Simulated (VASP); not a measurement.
All values below come from PBE GGA, VASP's PBE PAW potentials (set 64) (plane waves; VASP 6.6.1).

Input for VASP

### INCAR
```
! general
SYSTEM   =  In33P31
PREC     =  Normal
ENCUT    =  400
LREAL    =  Auto
LASPH    =  .TRUE.   ! aspherical one-centre terms
ISYM     =  0
NELECT   =  256.0

! electronic loop
EDIFF    =  1E-5
NELM     =  100   ! most electronic steps
NELMIN   =  4
ALGO     =  Fast   ! Davidson, then RMM-DIIS
LMAXMIX  =  4   ! l cut-off of mixed one-centre charges

! smearing
ISMEAR   =  0   ! Gaussian
SIGMA    =  0.05

! functional
GGA      =  PE

! ions
IBRION   =  2
NSW      =  60   ! most ionic steps
ISIF     =  2
EDIFFG   =  -0.03   ! ionic stop

! output
LWAVE    =  .FALSE.
LCHARG   =  .FALSE.
```

### POSCAR
```
In33P31
1
   11.9995217332     0.0000000000     0.0000000000
    0.0000000000    11.9995217332    -0.0000000000
   -0.0000000000    -0.0000000000    11.9995217332
In P
33 31
Direct
  0.5000000000   0.0000000000   0.0000000000
  0.7500000000   0.2500000000   0.0000000000
  0.7500000000   0.0000000000   0.2500000000
  0.0000000000   0.0000000000   0.0000000000
  0.2500000000   0.2500000000   0.0000000000
  0.5000000000   0.5000000000   0.0000000000
  0.7500000000   0.7500000000   0.0000000000
  0.2500000000   0.0000000000   0.2500000000
  0.5017240000   0.2541880000   0.2511650000
  0.6208970000   0.3719300000   0.3762380000
  0.7457810000   0.4963570000   0.2505820000
  0.5000000000   0.0000000000   0.5000000000
  0.7463780000   0.2481440000   0.4964710000
  0.7500000000   0.0000000000   0.7500000000
  0.0000000000   0.5000000000   0.0000000000
  0.2500000000   0.7500000000   0.0000000000
  0.0000000000   0.2500000000   0.2500000000
  0.2500000000   0.5000000000   0.2500000000
  0.5000000000   0.7500000000   0.2500000000
  0.0000000000   0.0000000000   0.5000000000
  0.2500000000   0.2500000000   0.5000000000
  0.4982190000   0.5003390000   0.4967140000
  0.7500000000   0.7500000000   0.5000000000
  0.2500000000   0.0000000000   0.7500000000
  0.5000000000   0.2500000000   0.7500000000
  0.7500000000   0.5000000000   0.7500000000
  0.0000000000   0.7500000000   0.2500000000
  0.0000000000   0.5000000000   0.5000000000
  0.2500000000   0.7500000000   0.5000000000
  0.0000000000   0.2500000000   0.7500000000
  0.2500000000   0.5000000000   0.7500000000
  0.5000000000   0.7500000000   0.7500000000
  0.0000000000   0.7500000000   0.7500000000
  0.6250000000   0.1250000000   0.1250000000
  0.8750000000   0.3750000000   0.1250000000
  0.8750000000   0.1250000000   0.3750000000
  0.1250000000   0.1250000000   0.1250000000
  0.3750000000   0.3750000000   0.1250000000
  0.6250000000   0.6250000000   0.1250000000
  0.8750000000   0.8750000000   0.1250000000
  0.3750000000   0.1250000000   0.3750000000
  0.8750000000   0.6250000000   0.3750000000
  0.6250000000   0.1250000000   0.6250000000
  0.8750000000   0.3750000000   0.6250000000
  0.8750000000   0.1250000000   0.8750000000
  0.1250000000   0.6250000000   0.1250000000
  0.3750000000   0.8750000000   0.1250000000
  0.1250000000   0.3750000000   0.3750000000
  0.3750000000   0.6250000000   0.3750000000
  0.6250000000   0.8750000000   0.3750000000
  0.1250000000   0.1250000000   0.6250000000
  0.3750000000   0.3750000000   0.6250000000
  0.6250000000   0.6250000000   0.6250000000
  0.8750000000   0.8750000000   0.6250000000
  0.3750000000   0.1250000000   0.8750000000
  0.6250000000   0.3750000000   0.8750000000
  0.8750000000   0.6250000000   0.8750000000
  0.1250000000   0.8750000000   0.3750000000
  0.1250000000   0.6250000000   0.6250000000
  0.3750000000   0.8750000000   0.6250000000
  0.1250000000   0.3750000000   0.8750000000
  0.3750000000   0.6250000000   0.8750000000
  0.6250000000   0.8750000000   0.8750000000
  0.1250000000   0.8750000000   0.8750000000
```

### KPOINTS
```
Automatic mesh
0
Gamma
1 1 1
0 0 0
```

POTCAR, in this order: In P (PBE.64 set). Program: vasp_gam.

What VASP printed:

### OSZICAR
```
...
RMM:   9    -0.250335492586E+03   -0.78891E-05   -0.60100E-05   279   0.136E-02
   3 F= -.25033549E+03 E0= -.25029615E+03  d E =-.448300E+00
       N       E                     dE             d eps       ncg     rms          rms(c)
DAV:   1    -0.250408504864E+03   -0.73020E-01   -0.12837E+00   356   0.199E+00    0.730E-01
RMM:   2    -0.250414592204E+03   -0.60873E-02   -0.91567E-02   322   0.602E-01    0.224E-01
RMM:   3    -0.250416210322E+03   -0.16181E-02   -0.19016E-02   346   0.281E-01    0.193E-01
RMM:   4    -0.250415886181E+03    0.32414E-03   -0.32477E-03   340   0.120E-01    0.132E-01
RMM:   5    -0.250415643825E+03    0.24236E-03   -0.17167E-03   322   0.736E-02    0.435E-02
RMM:   6    -0.250415703794E+03   -0.59969E-04   -0.55781E-04   325   0.412E-02    0.359E-02
RMM:   7    -0.250415679454E+03    0.24339E-04   -0.81604E-05   301   0.181E-02    0.279E-02
RMM:   8    -0.250415658982E+03    0.20472E-04   -0.17980E-04   321   0.174E-02    0.807E-03
RMM:   9    -0.250415660177E+03   -0.11950E-05   -0.20875E-05   198   0.911E-03
   4 F= -.25041566E+03 E0= -.25037873E+03  d E =-.801676E-01
       N       E                     dE             d eps       ncg     rms          rms(c)
DAV:   1    -0.250422797788E+03   -0.71388E-02   -0.11055E+00   356   0.184E+00    0.660E-01
RMM:   2    -0.250428072196E+03   -0.52744E-02   -0.81264E-02   323   0.560E-01    0.228E-01
RMM:   3    -0.250429919512E+03   -0.18473E-02   -0.18229E-02   346   0.263E-01    0.240E-01
RMM:   4    -0.250429018529E+03    0.90098E-03   -0.32373E-03   333   0.117E-01    0.117E-01
RMM:   5    -0.250428804455E+03    0.21407E-03   -0.19347E-03   322   0.759E-02    0.323E-02
RMM:   6    -0.250428848913E+03   -0.44458E-04   -0.46559E-04   338   0.388E-02    0.301E-02
RMM:   7    -0.250428818917E+03    0.29996E-04   -0.10010E-04   317   0.178E-02    0.189E-02
RMM:   8    -0.250428818198E+03    0.71832E-06   -0.86467E-05   297   0.128E-02
   5 F= -.25042882E+03 E0= -.25039190E+03  d E =-.933256E-01
       N       E                     dE             d eps       ncg     rms          rms(c)
DAV:   1    -0.250430681978E+03   -0.18631E-02   -0.88515E-02   356   0.521E-01    0.189E-01
RMM:   2    -0.250431096315E+03   -0.41434E-03   -0.64851E-03   323   0.158E-01    0.680E-02
RMM:   3    -0.250431236418E+03   -0.14010E-03   -0.14502E-03   346   0.739E-02    0.699E-02
RMM:   4    -0.250431154215E+03    0.82203E-04   -0.26191E-04   329   0.330E-02    0.327E-02
RMM:   5    -0.250431137496E+03    0.16719E-04   -0.15739E-04   323   0.215E-02    0.882E-03
RMM:   6    -0.250431140596E+03   -0.31000E-05   -0.33182E-05   223   0.107E-02
   6 F= -.25043114E+03 E0= -.25039424E+03  d E =-.956480E-01
       N       E                     dE             d eps       ncg     rms          rms(c)
DAV:   1    -0.250442962759E+03   -0.11825E-01   -0.86706E-01   338   0.157E+00    0.529E-01
RMM:   2    -0.250447985321E+03   -0.50226E-02   -0.59099E-02   322   0.491E-01    0.164E-01
RMM:   3    -0.250449185540E+03   -0.12002E-02   -0.11116E-02   330   0.231E-01    0.183E-01
RMM:   4    -0.250448798957E+03    0.38658E-03   -0.24474E-03   343   0.108E-01    0.120E-01
RMM:   5    -0.250448651455E+03    0.14750E-03   -0.54133E-04   326   0.525E-02    0.748E-02
RMM:   6    -0.250448677135E+03   -0.25680E-04   -0.88854E-04   328   0.414E-02    0.352E-02
RMM:   7    -0.250448629962E+03    0.47173E-04   -0.10082E-04   306   0.197E-02    0.188E-02
RMM:   8    -0.250448632748E+03   -0.27867E-05   -0.17971E-04   322   0.168E-02    0.119E-02
RMM:   9    -0.250448623373E+03    0.93757E-05   -0.31677E-05   229   0.954E-03
   7 F= -.25044862E+03 E0= -.25041172E+03  d E =-.174828E-01
       N       E                     dE             d eps       ncg     rms          rms(c)
DAV:   1    -0.250449431308E+03   -0.79856E-03   -0.41240E-01   340   0.108E+00    0.366E-01
RMM:   2    -0.250451823148E+03   -0.23918E-02   -0.28243E-02   322   0.339E-01    0.114E-01
RMM:   3    -0.250452418162E+03   -0.59501E-03   -0.54022E-03   330   0.160E-01    0.127E-01
RMM:   4    -0.250452237721E+03    0.18044E-03   -0.12066E-03   343   0.750E-02    0.832E-02
RMM:   5    -0.250452167898E+03    0.69823E-04   -0.25887E-04   325   0.366E-02    0.531E-02
RMM:   6    -0.250452181084E+03   -0.13186E-04   -0.45167E-04   327   0.293E-02    0.246E-02
RMM:   7    -0.250452158944E+03    0.22140E-04   -0.47424E-05   245   0.137E-02    0.135E-02
RMM:   8    -0.250452157069E+03    0.18755E-05   -0.84990E-05   287   0.114E-02
   8 F= -.25045216E+03 E0= -.25041526E+03  d E =-.210165E-01
       N       E                     dE             d eps       ncg     rms          rms(c)
DAV:   1    -0.250454807837E+03   -0.26489E-02   -0.14549E-01   354   0.666E-01    0.239E-01
RMM:   2    -0.250455771971E+03   -0.96413E-03   -0.11035E-02   323   0.214E-01    0.101E-01
RMM:   3    -0.250455947461E+03   -0.17549E-03   -0.23354E-03   341   0.101E-01    0.864E-02
RMM:   4    -0.250455826401E+03    0.12106E-03   -0.40657E-04   330   0.457E-02    0.472E-02
RMM:   5    -0.250455796700E+03    0.29701E-04   -0.27781E-04   323   0.291E-02    0.134E-02
RMM:   6    -0.250455802538E+03   -0.58380E-05   -0.66099E-05   266   0.146E-02
   9 F= -.25045580E+03 E0= -.25041894E+03  d E =-.364547E-02
       N       E                     dE             d eps       ncg     rms          rms(c)
DAV:   1    -0.250455998345E+03   -0.20164E-03   -0.59426E-02   364   0.426E-01    0.155E-01
RMM:   2    -0.250456399164E+03   -0.40082E-03   -0.48105E-03   323   0.140E-01    0.639E-02
RMM:   3    -0.250456494243E+03   -0.95079E-04   -0.11005E-03   345   0.674E-02    0.580E-02
RMM:   4    -0.250456443981E+03    0.50262E-04   -0.18020E-04   327   0.300E-02    0.323E-02
RMM:   5    -0.250456431064E+03    0.12918E-04   -0.11300E-04   321   0.189E-02    0.105E-02
RMM:   6    -0.250456435595E+03   -0.45315E-05   -0.34853E-05   221   0.103E-02
  10 F= -.25045644E+03 E0= -.25041957E+03  d E =-.427853E-02
       N       E                     dE             d eps       ncg     rms          rms(c)
DAV:   1    -0.250457692579E+03   -0.12615E-02   -0.10401E-01   338   0.567E-01    0.215E-01
RMM:   2    -0.250458453896E+03   -0.76132E-03   -0.83942E-03   322   0.184E-01    0.122E-01
RMM:   3    -0.250458363882E+03    0.90015E-04   -0.19004E-03   340   0.889E-02    0.703E-02
RMM:   4    -0.250458302094E+03    0.61788E-04   -0.32627E-04   337   0.404E-02    0.409E-02
RMM:   5    -0.250458288484E+03    0.13610E-04   -0.76620E-05   318   0.205E-02    0.319E-02
RMM:   6    -0.250458282440E+03    0.60444E-05   -0.12206E-04   323   0.168E-02    0.923E-03
RMM:   7    -0.250458279818E+03    0.26220E-05   -0.12127E-05   193   0.753E-03
  11 F= -.25045828E+03 E0= -.25042163E+03  d E =-.184422E-02
       N       E                     dE             d eps       ncg     rms          rms(c)
DAV:   1    -0.250458327114E+03   -0.44675E-04   -0.13885E-02   356   0.208E-01    0.796E-02
RMM:   2    -0.250458437575E+03   -0.11046E-03   -0.11867E-03   322   0.689E-02    0.446E-02
RMM:   3    -0.250458427018E+03    0.10556E-04   -0.26006E-04   338   0.332E-02    0.263E-02
RMM:   4    -0.250458418696E+03    0.83220E-05   -0.44856E-05   269   0.152E-02
  12 F= -.25045842E+03 E0= -.25042186E+03  d E =-.198310E-02
       N       E                     dE             d eps       ncg     rms          rms(c)
DAV:   1    -0.250459178182E+03   -0.75116E-03   -0.39979E-02   338   0.356E-01    0.161E-01
RMM:   2    -0.250459591637E+03   -0.41345E-03   -0.36662E-03   322   0.117E-01    0.122E-01
RMM:   3    -0.250459303796E+03    0.28784E-03   -0.73612E-04   329   0.563E-02    0.445E-02
RMM:   4    -0.250459285762E+03    0.18034E-04   -0.15795E-04   343   0.271E-02    0.270E-02
RMM:   5    -0.250459280735E+03    0.50274E-05   -0.32771E-05   219   0.129E-02
  13 F= -.25045928E+03 E0= -.25042304E+03  d E =-.862039E-03
```

### OUTCAR
```
------------------------ aborting loop because EDIFF is reached ----------------------------------------
  FORCE on cell =-STRESS in cart. coord.  units (eV):
  Direction    XX          YY          ZZ          XY          YZ          ZX
  --------------------------------------------------------------------------------------
  Total       36.4712173     36.9734774     36.5101183     -1.4494837     -0.7206447     -0.5706241
  in kB       33.8196439     34.2853882     33.8557167     -1.3441017     -0.6682516     -0.5291379
  external PRESSURE =      33.9869163 kB  Pullay stress =       0.0000000 kB
  volume of cell :     1727.79
      direct lattice vectors                 reciprocal lattice vectors
    11.999521733  0.000000000  0.000000000     0.083336655  0.000000000  0.000000000
     0.000000000 11.999521733  0.000000000     0.000000000  0.083336655  0.000000000
     0.000000000  0.000000000 11.999521733     0.000000000  0.000000000  0.083336655
  FREE ENERGIE OF THE ION-ELECTRON SYSTEM (eV)
  ---------------------------------------------------
  free  energy   TOTEN  =      -250.4592807351 eV

  energy  without entropy=     -250.3867983847  energy(sigma->0) =     -250.42303956

 reached required accuracy - stopping structural energy minimisation
```
(Selected blocks of OUTCAR.)

### CONTCAR
```
In33P31
   1.00000000000000
    11.9995217331999999    0.0000000000000000    0.0000000000000000
     0.0000000000000000   11.9995217331999999    0.0000000000000000
     0.0000000000000000    0.0000000000000000   11.9995217331999999
  In              P
    33    31
Direct
     0.4985038978271232    0.9990620225856284    0.9988419695736719
     0.7505501329045088    0.2501882425218766    0.9991452098783616
     0.7505494651719573    0.9992027378252586    0.2503239206064092
     0.0003752897090613    0.9996174317962487    0.9995163933405843
     0.2488292008834054    0.2485474210135578    0.9988499680154348
     0.5002028366055939    0.5006214079719977    0.9987074133619711
     0.7515478409171471    0.7507221763823620    0.9986553875658489
     0.2487170886992406    0.9988200587111451    0.2486889323526869
     0.4910418723147696    0.2412237667575181    0.2403566242586574
     0.6243644930198564    0.3752317353309753    0.3781867773829991
     0.7551364444059779    0.5059349787780557    0.2417539928237364
     0.5002822594176202    0.9993069540316566    0.5004991330856201
     0.7558391669585268    0.2403217040733812    0.5053420422741700
     0.7513139156744855    0.9982241326723398    0.7516375582038287
     0.0005937439754502    0.5015822741642797    0.9987184457952525
     0.2496081941682572    0.7503688335079687    0.9994510796305793
     0.0005987620230319    0.2500418457023335    0.2503759603132175
     0.2488071496979459    0.5004809551980794    0.2502764147787748
     0.4999738528436027    0.7507671832404434    0.2500869087159051
     0.0013419913243215    0.9986374538799262    0.5015645384410035
     0.2494945690552739    0.2504790277328633    0.5004678519013878
     0.4906306734219442    0.5082579235931377    0.5058328965018910
     0.7500459012009670    0.7504314603424524    0.4999324921886201
     0.2495437068836419    0.9997167141980418    0.7503089276910877
     0.5004076158730344    0.2503099866010725    0.7503531372666530
     0.7499051313314686    0.4992880571169745    0.7494736614907384
     0.0007593234657870    0.7509889439248405    0.2487485370017143
     0.9998363335401727    0.4994958843513599    0.5002383895855076
     0.2480497720250564    0.7515751459499640    0.5014134764860506
     0.0011807995233264    0.2490593370529041    0.7509915922068334
     0.2483452935345895    0.5010275010186309    0.7513287518748302
     0.4991174055480075    0.7514765130331659    0.7510977154356726
     0.0004176895701233    0.7500197642786535    0.7504043540503689
     0.6262168480063292    0.1218763651532557    0.1218297708003679
     0.8784505770314673    0.3743801928418200    0.1216486028607090
     0.8794811649477268    0.1205048319737645    0.3743156371300135
     0.1246871574457008    0.1246699312675805    0.1247018435241282
     0.3717825588594399    0.3764587567485738    0.1217111302776812
     0.6241583062337824    0.6288500283529365    0.1211421716591025
     0.8754890313083613    0.8751136024438732    0.1242315268591847
     0.3721052693178134    0.1221083820689422    0.3758600066706259
     0.8774540184565057    0.6273443964940817    0.3751047730592633
     0.6245330387351818    0.1204870841528101    0.6294055346685253
     0.8775292885358998    0.3744223517097380    0.6273866909444940
     0.8757165596444502    0.1244022620647442    0.8750826705003463
     0.1249416748651381    0.6256523995919512    0.1243197135831084
     0.3744717180785783    0.8750080760953823    0.1244833727986236
     0.1249671255373169    0.3750193813463333    0.3753217312226292
     0.3700979780317031    0.6298617498634657    0.3740402998895891
     0.6250086057202205    0.8751245029351331    0.3750003699809083
     0.1253966358216407    0.1246649976361982    0.6256324393854907
     0.3713659161748009    0.3747912076851500    0.6287432743976250
     0.6251363718894146    0.6282984827163666    0.6280565461181753
     0.8755950787875615    0.8743884156599000    0.6256308622652275
     0.3746963987994125    0.1248516597823522    0.8745674854845197
     0.6253213978180340    0.3750343145742411    0.8749648447605368
     0.8750908047577921    0.6250601273890301    0.8740201778327530
     0.1246671062989343    0.8752406266800915    0.3751127271072879
     0.1242665318492822    0.6251717559072147    0.6253990304594652
     0.3742758775892986    0.8752915617674742    0.6255144866636477
     0.1247397606071158    0.3751534179128883    0.8756829033233657
     0.3743444868266691    0.6257140095353784    0.8748048505629459
     0.6251091467371961    0.8749458065382650    0.8759352085064435
     0.1249907517719581    0.8750377457719717    0.8749488626231449
```

The cell is charged, with a uniform compensating background. The supercell is sampled at Γ alone, which is coarse: total energies, pressure and levels can be off, energies of defects by several tenths of an eV.

The cell is a supercell with a defect, built from InP (zinc blende): In_P, charge -2. The run is not spin-polarised, so no state with unpaired spins was tried.
